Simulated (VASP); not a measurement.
# A VASP study of PbO (Litharge) (PBEsol): structure first, properties next, part 5 of 5

What structure does PbO (Litharge) take at this level, and what are its properties? The start is a cell from a database of measured crystal structures.

VASP 6.6.1, plane waves and PAW; the level of theory is named at each step.

So far, gap on the k-mesh (eV): step 2 (full relaxation (PBEsol)) 1.22; step 5 (density of states (PBEsol)) 1.21; step 6 (optical spectrum (PBEsol)) 1.21; step 8 (a semilocal run for the hybrid's start) 1.22.

The database entry behind the starting cell differs from later determinations by our own check (an axis about 0.4 % long against later determinations), so it need not match the best structure at ambient conditions.

### Step 9. Bands along the symmetry lines (HSE06)

This step: HSE06; plane waves and PAW (Pb_d, O) (VASP 6.6.1).

HSE06 mixes in a quarter of exact exchange at short range, at far higher cost; in semiconductors this cures much of the gap error, while metals seldom gain.

Input file INCAR:

```
SYSTEM = PbO
PREC = Accurate
ENCUT = 520
EDIFF = 1E-06
NELM = 100
ISMEAR = 0
SIGMA = 0.05
LREAL = .FALSE.
ALGO = Normal
LHFCALC = .TRUE.
AEXX = 0.25
GGA = PE
HFSCREEN = 0.2
LASPH = .TRUE.
NBANDS = 26
PRECFOCK = Fast
LORBIT = 11
LWAVE = .FALSE.
LCHARG = .FALSE.
KPAR = 4
```

Input file POSCAR:

```
PbO
1.0
    3.9903219130      0.0000000000      0.0000000000
    0.0000000000      3.9903219130      0.0000000000
    0.0000000000      0.0000000000      5.0461551002
Pb O
2 2
Direct
    0.0000000000      0.5000000000      0.2347986345
    0.5000000000      0.0000000000      0.7652013655
    0.0000000000      0.0000000000      0.0000000000
    0.5000000000      0.5000000000      0.0000000000
```

Input file KPOINTS:

```
Automatic mesh
0
Gamma
4 4 3
0 0 0
```

Input file KPOINTS_OPT:

```
Line mode
6
Line-mode
Reciprocal
  0.00000000   0.00000000   0.00000000 GAMMA
  0.00000000   0.50000000   0.00000000 X

  0.00000000   0.50000000   0.00000000 X
  0.50000000   0.50000000   0.00000000 M

  0.50000000   0.50000000   0.00000000 M
  0.00000000   0.00000000   0.00000000 GAMMA

  0.00000000   0.00000000   0.00000000 GAMMA
  0.00000000   0.00000000   0.50000000 Z

  0.00000000   0.00000000   0.50000000 Z
  0.00000000   0.50000000   0.50000000 R

  0.00000000   0.50000000   0.50000000 R
  0.50000000   0.50000000   0.50000000 A

  0.50000000   0.50000000   0.50000000 A
  0.00000000   0.00000000   0.50000000 Z

  0.00000000   0.50000000   0.00000000 X
  0.00000000   0.50000000   0.50000000 R

  0.50000000   0.50000000   0.00000000 M
  0.50000000   0.50000000   0.50000000 A
```

Potentials, in the order of the species: Pb_d and O (PBE family, release 64).

The WAVECAR or CHGCAR of an earlier step is read.

Launch:

```
$ mpirun -np 4 vasp_std
```

The log of the run:

```text
[banner, memory and clock lines left out]
running    4 mpi-ranks, on    1 nodes
 distrk:  each k-point on    1 cores,    4 groups
 distr:  one band on    1 cores,    1 groups

 POSCAR found type information on POSCAR PbO
 POSCAR found :  2 types and       4 ions
 LDA part: xc-table for (Slater+PW92), standard interpolation
 found WAVECAR, reading the header
 POSCAR, INCAR and KPOINTS ok, starting setup
 FFT: planning ... GRIDC
 FFT: planning ... GRID_SOFT
 FFT: planning ... GRID
 reading WAVECAR
 the WAVECAR file was read successfully
 initial charge from wavefunction
 entering main loop
       N       E                     dE             d eps       ncg     rms          rms(c)
DAV:   1    -0.265795590587E+02   -0.26580E+02   -0.14285E+00   910   0.127E+01    0.148E+00
DAV:   2    -0.265385824211E+02    0.40977E-01   -0.23739E-01   812   0.374E+00    0.617E-01
DAV:   3    -0.265437079115E+02   -0.51255E-02   -0.82596E-02   888   0.192E+00    0.537E-01
DAV:   4    -0.265413068911E+02    0.24010E-02   -0.58848E-03   888   0.113E+00    0.256E-01
DAV:   5    -0.265412278713E+02    0.79020E-04   -0.47683E-03   886   0.539E-01    0.110E-01
DAV:   6    -0.265411207844E+02    0.10709E-03   -0.30803E-04   828   0.191E-01    0.626E-02
DAV:   7    -0.265411162902E+02    0.44943E-05   -0.20435E-04   918   0.106E-01    0.447E-02
DAV:   8    -0.265411209785E+02   -0.46884E-05   -0.18935E-05   792   0.421E-02    0.265E-02
DAV:   9    -0.265411230088E+02   -0.20302E-05   -0.12523E-05   786   0.288E-02    0.134E-02
DAV:  10    -0.265411251496E+02   -0.21408E-05   -0.18274E-06   600   0.135E-02    0.809E-03
DAV:  11    -0.265411263684E+02   -0.12189E-05   -0.78622E-07   400   0.766E-03    0.506E-03
DAV:  12    -0.265411272235E+02   -0.85513E-06   -0.32073E-07   322   0.492E-03
   1 F= -.26541127E+02 E0= -.26541127E+02  d E =-.211886E-10
 Start KPOINTS_OPT (optional k-point list driver)
k-point batch [1-12\54]
       N       E                     dE             ncg
DAV:   1     0.263290344366E+04   -0.80819E+04      624
DAV:   2    -0.291311986651E+04   -0.55460E+04      648
DAV:   3    -0.367290961074E+04   -0.75979E+03      762
DAV:   4    -0.373498020476E+04   -0.62071E+02      780
DAV:   5    -0.373690059613E+04   -0.19204E+01      856
DAV:   6    -0.373696051528E+04   -0.59919E-01      880
DAV:   7    -0.373696288010E+04   -0.23648E-02      900
DAV:   8    -0.373696295595E+04   -0.75847E-04      832
DAV:   9    -0.373696295680E+04   -0.85293E-06      600
[...]
k-point batch [49-54\54]
       N       E                     dE             ncg
DAV:   1     0.792656973950E+04   -0.74778E+04      312
DAV:   2     0.513785889689E+04   -0.27887E+04      358
DAV:   3     0.477592952778E+04   -0.36193E+03      354
DAV:   4     0.475108703480E+04   -0.24842E+02      368
DAV:   5     0.475018642410E+04   -0.90061E+00      388
DAV:   6     0.475015376509E+04   -0.32659E-01      420
DAV:   7     0.475015250507E+04   -0.12600E-02      396
DAV:   8     0.475015242805E+04   -0.77026E-04      426
DAV:   9     0.475015242582E+04   -0.22207E-05      284
DAV:  10     0.475015242578E+04   -0.49198E-07      188
```

Run time: 8.2 min. Hardware: 4 MPI ranks of Intel Xeon 6975P-C (Granite Rapids), shared host; peak memory 1.3 GiB; 30 min of CPU time.

Parts of OUTCAR (step 9):

```text
   k-points           NKPTS =     12   k-points in BZ     NKDIM =     48   number of bands    NBANDS=     26

   NELECT =      40.0000    total number of electrons

  exchange ACFDT corr.  =         0.00000000  see jH, gK, PRB 81, 115126

 E-fermi :   4.6964

 k-point     1 :       0.0000    0.0000    0.0000
  band No.  band energies     occupation
    ...
     16      -0.4316      2.00000
     17       2.2959      2.00000
     18       2.3445      2.00000
     19       2.3445      2.00000
     20       4.4894      2.00000
     21       7.7113      0.00000
     22      10.8934      0.00000
     23      11.1585      0.00000
     24      11.1585      0.00000
     25      12.1953      0.00000
    ...

 POSITION                                       TOTAL-FORCE (eV/Angst)
 -----------------------------------------------------------------------------------
      0.00000      1.99516      1.18483        -0.000000     -0.000000     -0.265855
      1.99516      0.00000      3.86132        -0.000000     -0.000000      0.265855
      0.00000      0.00000      0.00000         0.000000      0.000000      0.000000
      1.99516      1.99516      0.00000         0.000000      0.000000      0.000000
 -----------------------------------------------------------------------------------
    total drift:                               -0.000008     -0.000005     -0.000002

  FREE ENERGIE OF THE ION-ELECTRON SYSTEM (eV)
  ---------------------------------------------------
  free  energy   TOTEN  =       -26.5411272235 eV

  energy  without entropy=      -26.5411272235  energy(sigma->0) =      -26.54112722

[... 8 parts as in an earlier step ...]

[... 8 further parts left out ...]
```

The k-mesh is coarse for exact exchange; levels may shift by about 0.1 eV on a finer one.

Numbers from this step:

```yaml
scf_cycles: 12
free_energy_toten: -26.54 eV
fermi_energy: 4.696 eV
least_gap_on_mesh_and_path: 1.970 eV
least_direct_gap_on_mesh_and_path: 3.199 eV
least_direct_gap_at_k: 0, 0, 0.1
```

The electronic bands at the labelled points (eV, zero at the valence-band top; v1 is the highest filled band, c1 the lowest empty one):

```tsv
point	v4	v3	v2	v1	c1	c2	c3	c4
Γ	-2.19	-2.15	-2.15	0.00	3.22	6.40	6.67	6.67
0.40 of the way	-2.81	-2.43	-2.28	-0.10	4.17	4.80	6.65	6.90
X	-3.59	-3.59	-1.86	-1.86	4.25	4.25	7.70	7.70
0.60 of the way	-2.26	-2.26	-1.69	-1.69	2.95	2.95	6.35	6.35
M	-1.80	-1.80	-1.46	-1.46	1.97	1.97	6.21	6.21
0.60 of the way	-3.13	-3.00	-1.80	-0.28	4.52	4.56	5.67	5.96
Γ	-2.19	-2.15	-2.15	0.00	3.22	6.40	6.67	6.67
0.40 of the way	-2.21	-2.15	-2.15	-0.28	2.95	5.78	5.78	6.11
Z	-2.24	-2.17	-2.17	-1.20	2.81	4.95	4.95	5.11
0.60 of the way	-3.02	-2.76	-1.33	-1.17	3.08	4.25	5.89	8.01
R	-3.55	-3.55	-1.20	-1.20	3.90	3.90	7.40	7.40
0.40 of the way	-2.50	-2.50	-1.51	-1.51	4.18	4.18	5.91	5.91
A	-2.40	-2.40	-1.47	-1.47	4.29	4.29	5.72	5.72
0.40 of the way	-2.84	-1.94	-1.63	-1.44	3.63	4.50	5.00	6.91
Z	-2.24	-2.17	-2.17	-1.20	2.81	4.95	4.95	5.11
jump to X	-3.59	-3.59	-1.86	-1.86	4.25	4.25	7.70	7.70
0.40 of the way	-3.57	-3.57	-1.60	-1.60	4.12	4.12	7.66	7.66
R	-3.55	-3.55	-1.20	-1.20	3.90	3.90	7.40	7.40
jump to M	-1.80	-1.80	-1.46	-1.46	1.97	1.97	6.21	6.21
0.60 of the way	-2.20	-2.20	-1.47	-1.47	3.14	3.14	6.67	6.67
A	-2.40	-2.40	-1.47	-1.47	4.29	4.29	5.72	5.72
```

Of the projections kept (Pb, O), the largest for each band there; the rest of the weight can lie on other orbitals:

```tsv
point	v4	v3	v2	v1	c1	c2	c3	c4
Γ	O 0.93	O 0.91	O 0.91	O 0.56	Pb 0.82	Pb 0.96	Pb 0.68	Pb 0.68
X	O 0.82	O 0.82	O 0.59	O 0.59	Pb 0.62	Pb 0.62	Pb 0.59	Pb 0.59
M	Pb 0.60	Pb 0.60	O 0.97	O 0.97	Pb 0.84	Pb 0.84	Pb 0.89	Pb 0.89
Γ	O 0.93	O 0.91	O 0.91	O 0.56	Pb 0.82	Pb 0.96	Pb 0.68	Pb 0.68
Z	O 0.93	O 0.90	O 0.90	O 0.77	Pb 0.93	Pb 0.93	Pb 0.93	Pb 0.87
R	O 0.82	O 0.82	O 0.66	O 0.66	O 0.54	O 0.54	Pb 0.86	Pb 0.86
```

Force by atom:

```tsv
atom	x (eV/Å)	y (eV/Å)	z (eV/Å)	size
Pb1	0.000	0.000	-0.266	0.266
Pb2	0.000	0.000	0.266	0.266
O3	0.000	0.000	0.000	0.000
O4	0.000	0.000	0.000	0.000
```

The gap moves by +0.76 eV against PBEsol, which ran on another mesh.

### Step 10. Band structure (TB-mBJ)

This step: TB-mBJ; plane waves and PAW (Pb_d, O) (VASP 6.6.1).

The mesh alone shows little of the dispersion and can miss band extrema, so KPOINTS_OPT adds a path through the symmetry points after the self-consistent cycle. TB-mBJ is a local potential fitted to gaps: it costs far less than a hybrid but gives no energy.

Input file INCAR:

```
SYSTEM = PbO
PREC = Accurate
ENCUT = 520
EDIFF = 1E-06
NELM = 150
ISMEAR = 0
SIGMA = 0.05
LREAL = .FALSE.
ALGO = Normal
METAGGA = MBJ
LASPH = .TRUE.
NBANDS = 34
LORBIT = 11
LWAVE = .FALSE.
LCHARG = .FALSE.
KPAR = 4
```

POSCAR is that of step 9.

Input file KPOINTS:

```
Automatic mesh
0
Gamma
6 6 5
0 0 0
```

KPOINTS_OPT, as its differences from that of step 9:

```diff
@@ -1,3 +1,3 @@
 Line mode
-6
+16
 Line-mode
```

Launch:

```
$ mpirun -np 4 vasp_std
```

The log of the run:

```text
[banner, memory and clock lines left out]
running    4 mpi-ranks, on    1 nodes
[...]
[... a notice as in an earlier step ...]

 LDA part: xc-table for (None), standard interpolation
 POSCAR, INCAR and KPOINTS ok, starting setup
[...]
entering main loop
       N       E                     dE             d eps       ncg     rms          rms(c)
DAV:   1     0.279278390702E+04    0.27928E+04   -0.18550E+04  2040   0.138E+03
DAV:   2     0.235929134144E+04   -0.43349E+03   -0.40340E+03  2096   0.391E+02
DAV:   3     0.230334521885E+04   -0.55946E+02   -0.54432E+02  2438   0.154E+02
DAV:   4     0.230078555936E+04   -0.25597E+01   -0.25519E+01  2486   0.341E+01
[...]
DAV:   8     0.230508521482E+04    0.20701E+01   -0.69415E+00  2324   0.131E+01    0.497E+00
DAV:   9     0.230498411663E+04   -0.10110E+00   -0.10603E+00  2142   0.501E+00    0.443E+00
DAV:  10     0.230460858750E+04   -0.37553E+00   -0.25433E-01  2562   0.300E+00    0.481E+00
[... 130 further cycles ...]
DAV: 141     0.230766227910E+04   -0.46932E-01   -0.10498E-02  2382   0.619E-01    0.881E-01
DAV: 142     0.230767038442E+04    0.81053E-02   -0.19279E-03  2696   0.303E-01    0.819E-01
DAV: 143     0.230768417054E+04    0.13786E-01   -0.11710E-03  2136   0.193E-01    0.784E-01
DAV: 144     0.230761228121E+04   -0.71889E-01   -0.33507E-03  2356   0.293E-01    0.871E-01
[...]
DAV: 148     0.230739153844E+04   -0.12235E+00   -0.57271E-03  2314   0.430E-01    0.962E-01
DAV: 149     0.230726497264E+04   -0.12657E+00   -0.21597E-03  2486   0.304E-01    0.105E+00
DAV: 150     0.230678545302E+04   -0.47952E+00   -0.45145E-02  2168   0.138E+00
|                                                                             |
|           W    W    AA    RRRRR   N    N  II  N    N   GGGG   !!!           |
|           W    W   A  A   R    R  NN   N  II  NN   N  G    G  !!!           |
|           W    W  A    A  R    R  N N  N  II  N N  N  G       !!!           |
|           W WW W  AAAAAA  RRRRR   N  N N  II  N  N N  G  GGG   !            |
|           WW  WW  A    A  R   R   N   NN  II  N   NN  G    G                |
|           W    W  A    A  R    R  N    N  II  N    N   GGGG   !!!           |
|                                                                             |
|     The electronic self-consistency was not achieved in the given           |
|     number of steps (NELM). The forces and other quantities evaluated       |
|     might not be reliable so examine the results carefully. If you find     |
|     spurious results, we suggest increasing NELM, if you were close to      |
|     convergence or switching to a different ALGO or adjusting the           |
|     density mixing parameters otherwise.                                    |
|                                                                             |

   1 F= 0.23067855E+04 E0= 0.23067855E+04  d E =-.248867E-15
 Start KPOINTS_OPT (optional k-point list driver)
k-point batch [1-30\144]
       N       E                     dE             ncg
DAV:   1     0.716615403969E+04   -0.16556E+05     2056
DAV:   2    -0.565119710891E+04   -0.12817E+05     2072
DAV:   3    -0.734149306965E+04   -0.16903E+04     2426
DAV:   4    -0.742328586432E+04   -0.81793E+02     2510
DAV:   5    -0.742769044271E+04   -0.44046E+01     3368
DAV:   6    -0.742773606350E+04   -0.45621E-01     2782
DAV:   7    -0.742773717562E+04   -0.11121E-02     3048
DAV:   8    -0.742773720224E+04   -0.26616E-04     2522
DAV:   9    -0.742773720298E+04   -0.74825E-06     1888
[...]
k-point batch [121-144\144]
       N       E                     dE             ncg
DAV:   1     0.120302632795E+05   -0.26624E+05     1632
DAV:   2     0.194289776090E+04   -0.10087E+05     1688
DAV:   3     0.623582953826E+03   -0.13193E+04     1992
DAV:   4     0.563772781120E+03   -0.59810E+02     2000
DAV:   5     0.560179082224E+03   -0.35937E+01     2790
DAV:   6     0.560133024007E+03   -0.46058E-01     2200
DAV:   7     0.560132264865E+03   -0.75914E-03     2400
DAV:   8     0.560132238476E+03   -0.26389E-04     2024
DAV:   9     0.560132237964E+03   -0.51164E-06     1486
```

Wall time 3.5 min (4 MPI ranks); peak memory 1.1 GiB.

OUTCAR, selected parts (step 10):

```text
 k-point     1 :       0.0000    0.0000    0.0000
  band No.  band energies     occupation
    ...
     16       1.0233      2.00000
     17       3.3164      2.00000
     18       3.3547      2.00000
     19       3.3547      2.00000
     20       5.3644      2.00000
     21       8.4361      0.00000
     22      11.5130      0.00000
     23      11.5130      0.00000
     24      11.5288      0.00000
     25      12.7225      0.00000
    ...

  Total     -115.8249700   -115.8249700   -115.6490414      0.0000000      0.0000000      0.0000000
  in kB    -2309.5975897  -2309.5975897  -2306.0894997      0.0000000      0.0000000      0.0000000
  external PRESSURE =   -2308.4282264 kB  Pullay stress =       0.0000000 kB

 POSITION                                       TOTAL-FORCE (eV/Angst)
 -----------------------------------------------------------------------------------
      0.00000      1.99516      1.18483         0.000000      0.000000      1.857950
      1.99516      0.00000      3.86132        -0.000000      0.000000     -1.857950
      0.00000      0.00000      0.00000         0.000000     -0.000000      0.000000
      1.99516      1.99516      0.00000        -0.000000      0.000000      0.000000
 -----------------------------------------------------------------------------------
    total drift:                               -0.000000      0.000000      0.000000

  FREE ENERGIE OF THE ION-ELECTRON SYSTEM (eV)
  ---------------------------------------------------
  free  energy   TOTEN  =      2306.7854530219 eV

  energy  without entropy=     2306.7854530219  energy(sigma->0) =     2306.78545302

[... 9 parts as in an earlier step ...]

[... 10 further parts left out ...]
[key lines of the parts left out:]
E-fermi :   5.6250
```

The electronic loop ended without reaching EDIFF, so its numbers are not used.

### Step 11. Results

* relaxed volume: 20.09 Å³/atom
* relaxed conventional cell a, b, c: 3.990, 3.990, 5.046 Å
* space group after relaxing, within 0.02 Å: P4/nmm (No. 129)
* band gap: 1.21 eV, indirect (least direct gap of that run 2.21 eV)
* gap among the points of the DOS mesh alone, an upper bound: 1.21 eV
* strongest peak of ε2, mean over directions: 4.32 eV
* ε1 at zero frequency, no local fields, mean: 6.99
* band gap (PBEsol + SOC): 1.19 eV, indirect (least direct gap of that run 2.10 eV)
* band gap (HSE06): 1.97 eV, indirect (least direct gap of that run 3.20 eV)

**Reading.** With PBEsol, PbO (Litharge) relaxes to 20.09 Å³/atom in space group P4/nmm (held by the symmetry of the run) and has an indirect gap of 1.21 eV (1.97 eV with HSE06). Against the listed cell the volume lies +0.7 % (a under 0.05 %, c +0.7 %). Not obtained: band structure (TB-mBJ), because the run did not converge. Bands along the symmetry lines (PBEsol): On this path the gap is indirect, 1.21 eV, with the valence top between Γ and X and the conduction bottom at M. The least direct gap is 2.21 eV. Band structure (PBEsol + SOC): On this path the gap is indirect, 1.19 eV, with the valence top between Γ and X and the conduction bottom at M. The least direct gap is 2.10 eV. Bands along the symmetry lines (HSE06): The path shows an indirect gap of 1.97 eV (valence top at Γ, conduction bottom at M). The least direct gap is 3.20 eV. The other levels ran on the cell relaxed with PBEsol, and without spin-orbit coupling unless named. LASPH was switched on together with spin-orbit coupling, so shifts put down to the coupling hold both changes. Semilocal functionals usually underestimate gaps. The bonds form layers, and without a dispersion term the spacing between them, and what depends on it, is unreliable. No search among competing phases was made, and a listed structure need not be the one stable at ambient conditions. All values are for a static lattice at zero temperature.

[Lines on the potential files, build, host, timing and source positions are cut from VASP's logs without a mark.]

[Logs are printed without paths, hosts, clocks, repeated set-up lines and the standing remarks that a program may print on its own settings, such as how far it seeks lower states.]

[Hosts, paths, dates, database ids (printed as entryN), source tags and the programs' standing remarks are cut or masked in the printed files.]

[A measured line is paired with the nearest computed mode of its activity, which favours agreement.]
